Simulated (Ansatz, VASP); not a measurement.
# Na (Na(110)): VASP beside Ansatz, part 2 of 2

Wanted: the spread between two codes on one cell, functional and k mesh.

VASP 6.6.1 and Ansatz 0.2.0.

So far: Set-up; Ansatz: band structure, r2SCAN.

## 3. VASP: band structure, r2SCAN

Level of this step: r2SCAN; plane waves and PAW (Na) (VASP).

The same cell, functional, mesh and smearing now go to VASP, with its own data sets and cutoff.

Lines of VASP's logs that name or quote its potential files are left out, and so is its time.

File INCAR:

```
SYSTEM = Na
PREC = Normal
ENCUT = 300
EDIFF = 1E-06
NELM = 120
ISMEAR = -1
SIGMA = 0.1
LREAL = .FALSE.
ALGO = Normal
METAGGA = R2SCAN
LASPH = .TRUE.
NBANDS = 21
LORBIT = 11
LWAVE = .FALSE.
LCHARG = .TRUE.
IDIPOL = 3
LDIPOL = .TRUE.
DIPOL = 0.5 0.5 0.5
LVHAR = .TRUE.
LVACPOTAV = .TRUE.
LELF = .TRUE.
NEDOS = 1500
```

File POSCAR:

```
Na
1.0
    2.9910616844     -2.1150000000      0.0000000000
    2.9910616844      2.1150000000      0.0000000000
    0.0000000000      0.0000000000     35.9463701065
Na
7
Direct
    0.0000000000      0.0000000000      0.2503729855
    0.5000000000      0.5000000000      0.3335819903
    0.0000000000      0.0000000000      0.4167909952
    0.5000000000      0.5000000000      0.5000000000
    0.0000000000      0.0000000000      0.5832090048
    0.5000000000      0.5000000000      0.6664180097
    0.0000000000      0.0000000000      0.7496270145
```

File KPOINTS:

```
Automatic mesh
0
Gamma
12 12 1
0 0 0
```

File KPOINTS_OPT:

```
Line mode
14
Line-mode
Reciprocal
  0.00000000   0.00000000   0.00000000 GAMMA
  0.37500000  -0.37500000   0.00000000 X

  0.37500000  -0.37500000   0.00000000 X
  0.62500000   0.37500000   0.00000000 A1

  0.62500000   0.37500000   0.00000000 A1
  0.50000000   0.50000000   0.00000000 Y

  0.50000000   0.50000000   0.00000000 Y
  0.00000000   0.00000000   0.00000000 GAMMA
```

PAW data sets: Na (PBE family, release 64).

On the command line:

```sh
mpirun -np 2 vasp_std
```

Numbers of over 12 decimals in the logs are rounded to 6 here.

What it wrote:

```text
[banner, memory and clock lines left out]
running    2 mpi-ranks, on    1 nodes
 distrk:  each k-point on    2 cores,    1 groups
 distr:  one band on    1 cores,    2 groups

 POSCAR found type information on POSCAR Na
 POSCAR found :  1 types and       7 ions
|                                                                             |
|               ----> ADVICE to this user running VASP <----                  |
|                                                                             |
|     You enforced a specific xc type in the INCAR file but a different       |
|     [... a line on the potential file left out ...]
|     I HOPE YOU KNOW WHAT YOU ARE DOING!                                     |
|                                                                             |

 LDA part: xc-table for (None), standard interpolation
|                                                                             |
|           W    W    AA    RRRRR   N    N  II  N    N   GGGG   !!!           |
|           W    W   A  A   R    R  NN   N  II  NN   N  G    G  !!!           |
|           W    W  A    A  R    R  N N  N  II  N N  N  G       !!!           |
|           W WW W  AAAAAA  RRRRR   N  N N  II  N  N N  G  GGG   !            |
|           WW  WW  A    A  R   R   N   NN  II  N   NN  G    G                |
|           W    W  A    A  R    R  N    N  II  N    N   GGGG   !!!           |
|                                                                             |
|     The number of bands has been changed from the values supplied in        |
|     The orbitals not found in the WAVECAR file will be initialized with     |
|     random numbers, which is usually adequate. For correlated               |
|     calculations, however, you should redo the groundstate calculation.     |
|     I found NBANDS = 21. Now, NBANDS = 22.                                  |
|                                                                             |

 POSCAR, INCAR and KPOINTS ok, starting setup
 FFT: planning ... GRIDC
 FFT: planning ... GRID_SOFT
 FFT: planning ... GRID
 WAVECAR not read
 entering main loop
       N       E                     dE             d eps       ncg     rms          rms(c)
DAV:   1    -0.179624516092E+02   -0.17962E+02   -0.10720E+03  1892   0.113E+02
DAV:   2    -0.244836545416E+02   -0.65212E+01   -0.62775E+01  2408   0.235E+01
DAV:   3    -0.247247326181E+02   -0.24108E+00   -0.23861E+00  2440   0.395E+00
DAV:   4    -0.247321762983E+02   -0.74437E-02   -0.74412E-02  2610   0.633E-01
DAV:   5    -0.247325033607E+02   -0.32706E-03   -0.32704E-03  2708   0.123E-01    0.897E-01
DAV:   6    -0.246997098291E+02    0.32794E-01   -0.47860E+00  2716   0.175E+00    0.922E-01
DAV:   7    -0.244953452881E+02    0.20436E+00   -0.22195E+00  2410   0.129E+00    0.484E-01
DAV:   8    -0.244719886380E+02    0.23357E-01   -0.29261E-01  2318   0.758E-01    0.182E-01
DAV:   9    -0.244738300320E+02   -0.18414E-02   -0.99119E-02  1952   0.338E-01    0.127E-01
DAV:  10    -0.244713885577E+02    0.24415E-02   -0.17586E-02  2174   0.181E-01    0.394E-02
DAV:  11    -0.244721449310E+02   -0.75637E-03   -0.17769E-03  1964   0.888E-02    0.201E-02
DAV:  12    -0.244725283476E+02   -0.38342E-03   -0.37275E-04  2050   0.427E-02    0.120E-02
DAV:  13    -0.244729977720E+02   -0.46942E-03   -0.43635E-04  2030   0.331E-02    0.680E-03
DAV:  14    -0.244731928040E+02   -0.19503E-03   -0.67406E-05  2044   0.175E-02    0.456E-03
DAV:  15    -0.244733334806E+02   -0.14068E-03   -0.28791E-05  1976   0.954E-03    0.235E-03
DAV:  16    -0.244733649206E+02   -0.31440E-04   -0.82613E-06  2050   0.424E-03    0.961E-04
DAV:  17    -0.244733881858E+02   -0.23265E-04   -0.51651E-06  1934   0.416E-03    0.576E-04
DAV:  18    -0.244733985788E+02   -0.10393E-04   -0.90132E-07  2150   0.227E-03    0.240E-04
DAV:  19    -0.244734039974E+02   -0.54187E-05   -0.34499E-07  2202   0.183E-03    0.196E-04
DAV:  20    -0.244734069969E+02   -0.29995E-05   -0.39992E-07  1978   0.179E-03    0.804E-05
DAV:  21    -0.244734075528E+02   -0.55585E-06   -0.10758E-07  1942   0.118E-03
|                                                                             |
|           W    W    AA    RRRRR   N    N  II  N    N   GGGG   !!!           |
|           W    W   A  A   R    R  NN   N  II  NN   N  G    G  !!!           |
|           W    W  A    A  R    R  N N  N  II  N N  N  G       !!!           |
|           W WW W  AAAAAA  RRRRR   N  N N  II  N  N N  G  GGG   !            |
|           WW  WW  A    A  R   R   N   NN  II  N   NN  G    G                |
|           W    W  A    A  R    R  N    N  II  N    N   GGGG   !!!           |
|                                                                             |
|     Did not find any points to average over, which means that no vacuum     |
|     field-free region was found. Please increase the size of  your cell     |
|     in the dimension of the dipole correction to obtain accurate            |
|     workfunction values.                                                    |
|                                                                             |

   1 F= -.24473408E+02 E0= -.24415126E+02  d E =-.116563E+00
 Start KPOINTS_OPT (optional k-point list driver)
k-point batch [1-43\56]
       N       E                     dE             ncg
DAV:   1     0.238756492873E+03   -0.57906E+04     1892
DAV:   2    -0.152334699320E+03   -0.39109E+03     2480
DAV:   3    -0.171806063640E+03   -0.19471E+02     2440
DAV:   4    -0.172128788147E+03   -0.32272E+00     2510
DAV:   5    -0.172141083546E+03   -0.12295E-01     2576
DAV:   6    -0.172141520271E+03   -0.43673E-03     2714
DAV:   7    -0.172141524921E+03   -0.46498E-05     2352
DAV:   8    -0.172141525068E+03   -0.14727E-06     1648
k-point batch [44-56\56]
       N       E                     dE             ncg
DAV:   1     0.490617264110E+04   -0.11292E+04      572
DAV:   2     0.483930752527E+04   -0.66865E+02      690
DAV:   3     0.483706930634E+04   -0.22382E+01      816
DAV:   4     0.483701552630E+04   -0.53780E-01      820
DAV:   5     0.483701237266E+04   -0.31536E-02      832
DAV:   6     0.483701231674E+04   -0.55928E-04      852
DAV:   7     0.483701231332E+04   -0.34126E-05      744
DAV:   8     0.483701231331E+04   -0.17909E-07      612
```

Parts of OUTCAR (step 3):

```text
ion  position               nearest neighbor table
   1  0.000  0.000  0.250-   2 3.66   2 3.66
   2  0.500  0.500  0.334-   1 3.66   1 3.66   3 3.66   3 3.66
   3  0.000  0.000  0.417-   4 3.66   4 3.66   2 3.66   2 3.66
   4  0.500  0.500  0.500-   3 3.66   5 3.66   3 3.66   5 3.66
   5  0.000  0.000  0.583-   4 3.66   4 3.66   6 3.66   6 3.66
   6  0.500  0.500  0.666-   7 3.66   7 3.66   5 3.66   5 3.66
   7  0.000  0.000  0.750-   6 3.66   6 3.66

  LATTYP: Found a base centered orthorhombic cell.
 ALAT       =     4.2300000000
 B/A-ratio  =     1.4142135624
 C/A-ratio  =     8.4979598361

 Subroutine GETGRP returns: Found  8 space group operations
 (whereof  8 operations were pure point group operations)

The static configuration has the point symmetry D_2h.

 Found     43 irreducible k-points:

   k-points           NKPTS =     43   k-points in BZ     NKDIM =     43   number of bands    NBANDS=     22

   dimension x,y,z NGX =    16 NGY =   16 NGZ =  160
   dimension x,y,z NGXF=    32 NGYF=   32 NGZF=  320

   ENCUT  =  300.0 eV  22.05 Ry    4.70 a.u.   5.17  5.17 50.77*2*pi/ulx,y,z

   NELECT =       7.0000    total number of electrons

 k-points in reciprocal lattice and weights: Automatic mesh
   0.00000000  0.00000000  0.00000000       0.007
   0.08333333  0.00000000  0.00000000       0.028
   0.16666667  0.00000000  0.00000000       0.028
   0.25000000  0.00000000  0.00000000       0.028
   0.33333333  0.00000000  0.00000000       0.028
   0.41666667  0.00000000  0.00000000       0.028
   0.50000000  0.00000000  0.00000000       0.014
   0.08333333  0.08333333  0.00000000       0.014
   0.16666667  0.08333333  0.00000000       0.028
[...]
-0.41666667  0.41666667  0.00000000       0.014
   0.50000000  0.50000000  0.00000000       0.007

 dipolmoment           0.000000      0.000000      0.000000 electrons x Angstroem

 average (electrostatic) potential at core
       1 -49.3937       2 -49.1399       3 -49.1168       4 -49.1220       5 -49.1168
       6 -49.1399       7 -49.3937

 E-fermi :  -0.8339

 k-point     1 :       0.0000    0.0000    0.0000
  band No.  band energies     occupation
    ...
      3      -3.6135      2.00000
      4      -3.0885      2.00000
      5      -2.4239      2.00000
      6      -1.6417      1.99938
      7      -0.7946      0.80590
      8      -0.1422      0.00198
      9       1.1448      0.00000
     10       1.8075      0.00000
     11       2.0241      0.00000
     12       2.8599      0.00000
    ...

 k-point     2 :       0.0833    0.0000    0.0000
  band No.  band energies     occupation
    ...
      2      -3.8855      2.00000
      3      -3.5182      2.00000
      4      -2.9937      2.00000
      5      -2.3298      2.00000
      6      -1.5484      1.99842
      7      -0.7022      0.42260
      8      -0.0524      0.00081
      9       1.2338      0.00000
     10       1.8955      0.00000
     11       2.1113      0.00000
    ...

 k-point     3 :       0.1667    0.0000    0.0000
  band No.  band energies     occupation
    ...
      2      -3.5992      2.00000
      3      -3.2330      2.00000
      4      -2.7102      2.00000
      5      -2.0484      1.99999
      6      -1.2695      1.97465
      7      -0.4263      0.03337
      8       0.2172      0.00005
      9       1.4937      0.00000
     10       2.1550      0.00000
     11       2.3710      0.00000
    ...

  Total       -0.1266358     -0.4613471     -0.4650289     -0.0000000      0.0000000      0.0000000
  in kB       -0.4461143     -1.6252403     -1.6382105     -0.0000000      0.0000000      0.0000000
  external PRESSURE =      -1.2365217 kB  Pullay stress =       0.0000000 kB

  energy-cutoff  :      300.00
  volume of cell :      454.80
      direct lattice vectors                 reciprocal lattice vectors
     2.991061684 -2.115000000  0.000000000     0.167164724 -0.236406619  0.000000000
     2.991061684  2.115000000  0.000000000     0.167164724  0.236406619  0.000000000
     0.000000000  0.000000000 35.946370106     0.000000000  0.000000000  0.027819221

 POSITION                                       TOTAL-FORCE (eV/Angst)
 -----------------------------------------------------------------------------------
      0.00000      0.00000      9.00000        -0.000000      0.000000      0.038887
      2.99106      0.00000     11.99106         0.000000      0.000000     -0.016547
      0.00000      0.00000     14.98212        -0.000000      0.000000     -0.007306
      2.99106      0.00000     17.97319        -0.000000     -0.000000      0.000000
      0.00000      0.00000     20.96425        -0.000000      0.000000      0.007306
      2.99106      0.00000     23.95531         0.000000      0.000000      0.016547
      0.00000      0.00000     26.94637        -0.000000      0.000000     -0.038887
 -----------------------------------------------------------------------------------
    total drift:                               -0.000000     -0.000000      0.000000

  FREE ENERGIE OF THE ION-ELECTRON SYSTEM (eV)
  ---------------------------------------------------
  free  energy   TOTEN  =       -24.4734075528 eV

  energy  without entropy=      -24.3568442477  energy(sigma->0) =      -24.41512590

 vacuum level on the upper side and lower side of the slab         2.018         2.018

 total charge
# of ion       s       p       d       tot
------------------------------------------
    1        0.083   0.018   0.000   0.102
    2        0.079   0.023   0.000   0.102
    3        0.080   0.024   0.000   0.103
    4        0.080   0.024   0.000   0.103
    5        0.080   0.024   0.000   0.103
    6        0.079   0.023   0.000   0.102
    7        0.083   0.018   0.000   0.102
--------------------------------------------------
tot          0.564   0.154   0.000   0.718

[... 3 further parts left out ...]
```

The data set Na keeps the semicore shell frozen, which is cheaper and a little less accurate.

## 4. Comparison

Known differences besides the potentials themselves: VASP keeps PBE cores, Ansatz makes them for the functional; the data sets hold 63 valence electrons in Ansatz (default PAW (the set named soft_2) files) and 7 in VASP; the cutoff is 500 eV in Ansatz and 300 eV in VASP (PREC = Normal). Total energies have different zeros and are not compared.

Compared:

```csv
quantity,Ansatz,VASP,difference
"work function, lower of the two faces (eV)",2.84,2.85,-0.01
"work function, higher of the two faces (eV)",2.84,2.85,-0.01
```

At this near-relaxed geometry the largest component of a force difference is 10 meV/Å. Levels from 3 eV below to 2 eV above the Fermi level differ by 2 meV r.m.s. and 6 meV at most; each VASP level is matched to the nearest of Ansatz, which flatters the figure a little. VASP's log warns that it found no field-free region in the vacuum, so its work functions are uncertain.

## 5. Summary of results

| Property | Result |
| --- | --- |
| r.m.s. difference of levels near the Fermi level (band structure, r2SCAN) | 1.8 meV |

The r.m.s. difference of levels near the Fermi level is 1.8 meV (band structure, r2SCAN), within the 80 meV picked in this series as the mark of a large difference. Such differences can come from data sets, numerical settings and the points named under the comparisons, not from the functional's error against experiment.

[Lines on the potential files, build, host, timing and source positions are cut from VASP's logs without a mark.]

[Logs are printed without paths, hosts, clocks, repeated set-up lines and the standing remarks that a program may print on its own settings, such as how far it seeks lower states.]

[Hosts, paths, dates, database ids (printed as entryN), source tags and the programs' standing remarks are cut or masked in the printed files.]
